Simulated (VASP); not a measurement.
Data:

```yaml
crystal:
  lattice:
    - [0.00000, 3.00376, 3.00376]
    - [3.00376, 0.00000, 3.00376]
    - [3.00376, 3.00376, 0.00000]
  atoms:
    - { symbol: Li, position: [0.25000, 0.25000, 0.25000] }
    - { symbol: Li, position: [0.75000, 0.75000, 0.75000] }
    - { symbol: Se, position: [0.00000, 0.00000, 0.00000] }
```

Computed with PBEsol GGA, VASP's PBE PAW potentials (set 64) (plane waves; VASP 6.6.1). Numerical set-up: 520 eV cut-off, 8×8×8 Γ-centred mesh, Gaussian smearing of 0.050 eV, potentials Li_sv Se.

**Question.** Give the stress tensor in GPa (positive for a compressed cell).

**Answer.** 
```
-1.01   0.00   0.00
 0.00  -1.01   0.00
 0.00   0.00  -1.01
```
The pressure is its mean diagonal, -1.01 GPa.

The compound is Li2Se in the antifluorite structure. This cell is one point of a volume scan, at 1.03 of the reference volume.
